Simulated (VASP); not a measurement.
Consider the following.

```yaml
crystal:
  lattice:
    - [2.73747, 0.00000, 0.00000]
    - [0.00000, 2.86075, 0.00000]
    - [0.00000, 0.00000, 3.60873]
  atoms:
    - { symbol: Cu, position: [0.00000, 0.00000, 0.00000] }
    - { symbol: Au, position: [0.51289, 0.50000, 0.50000] }
```

Level of theory: PBE GGA + U (Dudarev), VASP's PBE PAW potentials (set 64) (plane waves; VASP). Numerical set-up: 400 eV cut-off, 12×11×9 Γ-centred mesh, first-order Methfessel-Paxton smearing of 0.10 eV, potentials Cu Au, U − J: Cu 1.00 eV.

Task: Give the force on each atom (eV/Å).

Result: 
```json
[
 {"atom": "Cu1", "Fx": "0.138", "Fy": "0.000", "Fz": "0.000"},
 {"atom": "Au2", "Fx": "-0.138", "Fy": "0.000", "Fz": "0.000"}
]
```

Task: Give the stress tensor in GPa (positive for a compressed cell).

Result: 
```
11.28   0.00   0.00
 0.00   8.40   0.00
 0.00   0.00   8.65
```
The pressure is its mean diagonal, 9.44 GPa.

The compound is CuAu in the L1_0 structure. The cell was not relaxed at this level, atoms are displaced from their ideal sites. The run is one of a series of settings (LDAU = .TRUE., LDAUJ = 0 0, LDAUL = 2 -1, LDAUTYPE = 2, LDAUU = 1.0 0 against the base run), some of them coarse on purpose.
